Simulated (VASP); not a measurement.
Level of theory: vdW-DF-cx, VASP's PBE PAW potentials (set 64) (plane waves; VASP).

The input files of a VASP run:

POSCAR:
```
Sb
1
    3.9159424573    -2.1718438084    -0.0239555960
    3.9159424573     2.1718438084    -0.0239555960
    2.7332480327     0.0000000000     3.5470323320
Sb
2
Direct
  0.2356047373   0.2356047373   0.2356047373
  0.7643952627   0.7643952627   0.7643952627
```

### INCAR
```
AGGAC  =  0.0
ALGO  =  Normal
EDIFF  =  1E-7
ENCUT  =  520
GGA  =  CX
ISIF  =  2
ISMEAR  =  -5
LASPH  =  .True.
LCHARG  =  .True.
LMAXMIX  =  4
LORBIT  =  11
LREAL  =  .False.
LUSE_VDW  =  .True.
LWAVE  =  .False.
NEDOS  =  601
NELM  =  100
PREC  =  Accurate
SYSTEM  =  Sb
```

### KPOINTS
```
Regular mesh
0
Gamma
  8 8 8
```

POTCAR, in this order: Sb (PBE.64 set). Program: vasp_std.

The resulting files:

File OUTCAR:
```
 ion  position               nearest neighbor table
   1  0.236  0.236  0.236-   2 2.94   2 2.94   2 2.94   2 3.32   2 3.32   2 3.32
   2  0.764  0.764  0.764-   1 2.94   1 2.94   1 2.94   1 3.32   1 3.32   1 3.32
  LATTYP: Found a trigonal (rhomboedric) cell.
 ALAT       =     4.4779554182
 COS(alpha) =     0.5295345247
 Subroutine PRICEL returns:
 Original cell was already a primitive cell.
 Subroutine GETGRP returns: Found 12 space group operations
The static configuration has the point symmetry D_3d.
The dynamic configuration has the point symmetry D_3d.
 Subroutine INISYM returns: Found 12 space group operations
 Subroutine IBZKPT returns following result:
 Found     65 irreducible k-points:

 Following reciprocal coordinates:
            Coordinates               Weight
  0.000000  0.000000  0.000000      1.000000
  0.125000  0.000000 -0.000000      6.000000
  0.250000  0.000000 -0.000000      6.000000
  0.375000  0.000000  0.000000      6.000000
  0.500000  0.000000 -0.000000      3.000000
  0.125000  0.125000 -0.000000      6.000000
  0.250000  0.125000  0.000000     12.000000
  0.375000  0.125000 -0.000000     12.000000
  0.500000  0.125000  0.000000     12.000000
 -0.375000  0.125000 -0.000000     12.000000
 -0.250000  0.125000  0.000000     12.000000
 -0.125000  0.125000  0.000000      6.000000
  0.250000  0.250000 -0.000000      6.000000
  0.375000  0.250000  0.000000     12.000000
  0.500000  0.250000  0.000000     12.000000
 -0.375000  0.250000 -0.000000     12.000000
 -0.250000  0.250000  0.000000      6.000000
  0.375000  0.375000  0.000000      6.000000
  0.500000  0.375000  0.000000     12.000000
 -0.375000  0.375000  0.000000      6.000000
  0.500000  0.500000 -0.000000      3.000000
  0.125000  0.125000  0.125000      2.000000
  0.250000  0.125000  0.125000      6.000000
...
```

### OSZICAR
```
       N       E                     dE             d eps       ncg     rms          rms(c)
DAV:   1     0.423774682916E+02    0.42377E+02   -0.35633E+03  1170   0.861E+02
DAV:   2    -0.306963949397E+01   -0.45447E+02   -0.44899E+02  1755   0.123E+02
DAV:   3    -0.470587743111E+01   -0.16362E+01   -0.16330E+01  1370   0.287E+01
DAV:   4    -0.472080720908E+01   -0.14930E-01   -0.14937E-01  1435   0.315E+00
DAV:   5    -0.472091930502E+01   -0.11210E-03   -0.11205E-03  1336   0.285E-01    0.270E+00
DAV:   6    -0.472017040820E+01    0.74890E-03   -0.21504E-03  1286   0.414E-01    0.163E+00
DAV:   7    -0.471996077840E+01    0.20963E-03   -0.55021E-03  1215   0.646E-01    0.776E-02
DAV:   8    -0.472005572849E+01   -0.94950E-04   -0.12474E-04  1311   0.911E-02    0.173E-02
DAV:   9    -0.472007048022E+01   -0.14752E-04   -0.20994E-05  1227   0.370E-02    0.386E-03
DAV:  10    -0.472007078724E+01   -0.30702E-06   -0.18397E-06  1420   0.928E-03    0.885E-04
DAV:  11    -0.472007081388E+01   -0.26641E-07   -0.17379E-07  1080   0.316E-03
   1 F= -.47200708E+01 E0= -.47200708E+01  d E =0.000000E+00
```

File OUTCAR:
```
------------------------ aborting loop because EDIFF is reached ----------------------------------------
  FORCE on cell =-STRESS in cart. coord.  units (eV):
  Direction    XX          YY          ZZ          XY          YZ          ZX
  --------------------------------------------------------------------------------------
  Total       -0.0557459     -0.0033943     -0.0091368      0.0000000     -0.0000000     -0.0173386
  in kB       -1.4734023     -0.0897136     -0.2414908      0.0000000     -0.0000000     -0.4582710
  external PRESSURE =      -0.6015356 kB  Pullay stress =       0.0000000 kB
  volume of cell :       60.62
      direct lattice vectors                 reciprocal lattice vectors
     3.915942457 -2.171843808 -0.023955596     0.127084116 -0.230219134 -0.097927613
     3.915942457  2.171843808 -0.023955596     0.127084116  0.230219134 -0.097927613
     2.733248033  0.000000000  3.547032332     0.001716576  0.000000000  0.280603073
 POSITION                                       TOTAL-FORCE (eV/Angst)
 -----------------------------------------------------------------------------------
      2.48920      0.00000      0.82441        -0.020908      0.000000     -0.006925
      8.07594      0.00000      2.67471         0.020908      0.000000      0.006925
 -----------------------------------------------------------------------------------
    total drift:                                0.000000     -0.000000      0.000000
  FREE ENERGIE OF THE ION-ELECTRON SYSTEM (eV)
  ---------------------------------------------------
  free  energy   TOTEN  =        -4.7200708139 eV

  energy  without entropy=       -4.7200708139  energy(sigma->0) =       -4.72007081

 total charge

# of ion       s       p       d       tot
------------------------------------------
    1        1.217   1.140   0.035   2.392
    2        1.217   1.140   0.035   2.392
--------------------------------------------------
tot          2.434   2.280   0.069   4.784
```
(Selected blocks of OUTCAR.)

**OUTCAR**
```
 val. band max:        7.1597435987   @ k =   0.3750   0.1250   0.1250

 cond. band min:       6.9076946780   @ k =   0.5000   0.0000  -0.0000


 Fermi energy:         7.0621591095

 k-point     1 :       0.0000    0.0000    0.0000
  band No.  band energies     occupation
      1      -5.5292      2.00000
      2       2.2708      2.00000
      3       5.1590      2.00000
      4       5.3101      2.00000
      5       5.3101      2.00000
      6       9.3713      0.00000
      7       9.8575      0.00000
      8       9.8575      0.00000
      9      12.0900      0.00000

 k-point     2 :       0.1250    0.0000   -0.0000
  band No.  band energies     occupation
      1      -5.3590      2.00000
      2       1.5453      2.00000
      3       5.1916      2.00000
      4       5.2915      2.00000
      5       5.6331      2.00000
      6       9.1482      0.00000
      7       9.4011      0.00000
      8       9.4014      0.00000
      9      11.6693      0.00000

 k-point     3 :       0.2500    0.0000   -0.0000
  band No.  band energies     occupation
      1      -4.8532      2.00000
      2       0.0980      2.00000
      3       5.2487      2.00000
      4       5.2756      2.00000
      5       6.0930      2.00266
      6       8.3647      0.00000
      7       8.4876      0.00000
      8       8.4892      0.00000
      9      12.0582      0.00000

 k-point     4 :       0.3750    0.0000    0.0000
  band No.  band energies     occupation
      1      -4.0323      2.00000
      2      -1.4242      2.00000
      3       5.3105      2.00000
      4       5.3951      2.00000
      5       6.4375      1.99973
      6       7.4861      0.00157
      7       7.6752      0.00000
      8       7.7297      0.00000
      9      13.3567      0.00000

 k-point     5 :       0.5000    0.0000   -0.0000
  band No.  band energies     occupation
      1      -3.1644      2.00000
      2      -2.5435      2.00000
      3       5.3464      2.00000
...
```

For a metal the tetrahedron method with Blöchl corrections gives inexact stress and forces. Unless said otherwise, spin-orbit coupling is left out, though it shifts the bands of the heavy elements here.

The compound is Sb in the a7 structure. It was relaxed first.
